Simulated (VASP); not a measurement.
HfC:

```xyz
2
Lattice="0.0000 2.3250 2.3250 2.3250 0.0000 2.3250 2.3250 2.3250 0.0000" Properties=species:S:1:pos:R:3 pbc="T T T"
Hf    2.3250    2.3250    2.3250
C     0.0000    0.0000    0.0000
```

Base run:

| Property | Result |
| --- | --- |
| Program | VASP 6.6.1 |
| Functional | PBE |
| Potentials or basis | VASP PAW PBE potentials, release 64 (Hf_pv, C) |
| Cutoff | 520 eV |
| k mesh | 16 × 16 × 16 |
| Occupations | gaussian, width 0.1 eV |
| Spin | no spin polarisation |

Its results: band gap on the k mesh none (metal or under the smearing width); pressure -0.4 GPa.

The run is repeated on the same cell with these changes: k mesh from 16 × 16 × 16 to 4 × 4 × 4. What comes out?

Band gap on the k mesh none (metal or under the smearing width); pressure -1.7 GPa.

Caveats: some runs use coarse meshes.
